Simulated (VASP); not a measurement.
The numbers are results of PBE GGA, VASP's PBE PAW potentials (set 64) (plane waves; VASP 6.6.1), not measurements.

VASP ran on this input.

**INCAR**
```
ALGO = Normal
EDIFF = 1E-6
EDIFFG = -0.02
ENCUT = 620
GGA = PE
IBRION = 2
ISIF = 3
ISMEAR = 0
LASPH = .True.
LCHARG = .False.
LMAXMIX = 4
LREAL = .False.
LWAVE = .False.
NELM = 100
NSW = 40
PREC = Accurate
PSTRESS = 50
SIGMA = 0.05
SYSTEM = GaN
```

File POSCAR:
```
GaN
1.0
  1.5945547734  -2.7618498444   0.0000000000
  1.5945547734   2.7618498444   0.0000000000
  0.0000000000   0.0000000000   5.1930391992
Ga N
2 2
Direct
  0.6666670000   0.3333330000   0.5000553221
  0.3333330000   0.6666670000   0.0000553221
  0.6666670000   0.3333330000   0.8769446779
  0.3333330000   0.6666670000   0.3769446779
```

**KPOINTS**
```
Automatic mesh
0
Gamma
8 8 5
0 0 0
```

POTCAR, in this order: Ga_d N (PBE.64 set). Program: vasp_std.

The run wrote:

File OSZICAR:
```
       N       E                     dE             d eps       ncg     rms          rms(c)
DAV:   1     0.301536060285E+03    0.30154E+03   -0.20573E+04  1360   0.339E+03
DAV:   2     0.120691964774E+02   -0.28947E+03   -0.28009E+03  1456   0.576E+02
DAV:   3    -0.267420505319E+02   -0.38811E+02   -0.38479E+02  1536   0.169E+02
DAV:   4    -0.283018003145E+02   -0.15597E+01   -0.15560E+01  1824   0.360E+01
DAV:   5    -0.283257423929E+02   -0.23942E-01   -0.23934E-01  1466   0.425E+00    0.109E+01
DAV:   6    -0.241944428507E+02    0.41313E+01   -0.15309E+01  2376   0.587E+01    0.305E+00
DAV:   7    -0.243332799804E+02   -0.13884E+00   -0.18889E+00  1428   0.124E+01    0.270E+00
DAV:   8    -0.243358916521E+02   -0.26117E-02   -0.31618E-01  2068   0.932E+00    0.934E-01
DAV:   9    -0.243093298018E+02    0.26562E-01   -0.13288E-01  2376   0.631E+00    0.338E-01
DAV:  10    -0.243104147980E+02   -0.10850E-02   -0.72505E-03  1594   0.963E-01    0.152E-01
DAV:  11    -0.243103697346E+02    0.45063E-04   -0.14532E-03  2054   0.750E-01    0.197E-02
DAV:  12    -0.243103847184E+02   -0.14984E-04   -0.17412E-04  1466   0.110E-01    0.130E-02
DAV:  13    -0.243103846323E+02    0.86149E-07   -0.16082E-05  1812   0.925E-02    0.289E-03
DAV:  14    -0.243103850313E+02   -0.39901E-06   -0.51654E-06  1538   0.183E-02
   1 F= -.22882969E+02 E0= -.22882969E+02  d E =-.228830E+02
```

**OUTCAR**
```
------------------------ aborting loop because EDIFF is reached ----------------------------------------
  FORCE on cell =-STRESS in cart. coord.  units (eV):
  Direction    XX          YY          ZZ          XY          YZ          ZX
  --------------------------------------------------------------------------------------
  Total        1.4115625      1.4115625      1.4348018      0.0000000      0.0000000      0.0000000
  in kB       49.4446835     49.4446821     50.2587151      0.0000000      0.0000000      0.0000000
  external PRESSURE =      -0.2839731 kB  Pullay stress =      50.0000000 kB
  volume of cell :       45.74
      direct lattice vectors                 reciprocal lattice vectors
     1.594554773 -2.761849844  0.000000000     0.313567153 -0.181038083  0.000000000
     1.594554773  2.761849844  0.000000000     0.313567153  0.181038083  0.000000000
     0.000000000  0.000000000  5.193039199     0.000000000  0.000000000  0.192565463
  FREE ENERGIE OF THE ION-ELECTRON SYSTEM (eV)
  ---------------------------------------------------
  free  energy   TOTEN  =       -24.3103850313 eV

  energy  without entropy=      -24.3103850313  energy(sigma->0) =      -24.31038503
  enthalpy is  TOTEN    =       -22.8829691523 eV   P V=        1.4274158790

 reached required accuracy - stopping structural energy minimisation
```
(Selected blocks of OUTCAR.)

File OUTCAR:
```
 val. band max:        5.3054038491   @ k =   0.0000   0.0000   0.0000

 cond. band min:       7.2109993734   @ k =   0.0000   0.0000   0.0000


 Fermi energy:         5.5851403144

 k-point     1 :       0.0000    0.0000    0.0000
  band No.  band energies     occupation
      1     -10.6637      2.00000
      2      -9.7472      2.00000
      3      -8.1311      2.00000
      4      -8.1164      2.00000
      5      -8.1163      2.00000
      6      -8.0554      2.00000
      7      -8.0554      2.00000
      8      -7.8641      2.00000
      9      -7.8641      2.00000
     10      -7.7664      2.00000
     11      -7.7664      2.00000
     12      -6.5336      2.00000
     13      -1.7321      2.00000
     14       4.2746      2.00000
     15       4.2746      2.00000
     16       5.2702      2.00000
     17       5.3054      2.00000
     18       5.3054      2.00000
     19       7.2110      0.00000
     20       9.5481      0.00000
     21      14.4962      0.00000
     22      15.1918      0.00000

 k-point     2 :       0.1250   -0.0000    0.0000
  band No.  band energies     occupation
      1     -10.5143      2.00000
      2      -9.7095      2.00000
      3      -8.1148      2.00000
      4      -8.0950      2.00000
      5      -8.0673      2.00000
      6      -8.0357      2.00000
      7      -8.0255      2.00000
      8      -7.8768      2.00000
      9      -7.8648      2.00000
     10      -7.7905      2.00000
     11      -7.7630      2.00000
     12      -6.4278      2.00000
     13      -1.5117      2.00000
     14       3.2193      2.00000
     15       3.9665      2.00000
     16       4.1457      2.00000
     17       5.1146      2.00000
     18       5.1664      2.00000
     19       8.2578      0.00000
     20      10.4085      0.00000
     21      13.9364      0.00000
     22      14.4384      0.00000

 k-point     3 :       0.2500   -0.0000    0.0000
  band No.  band energies     occupation
      1     -10.1631      2.00000
...
```

The compound is GaN in the wurtzite structure. It was relaxed first under an external pressure of 5 GPa.
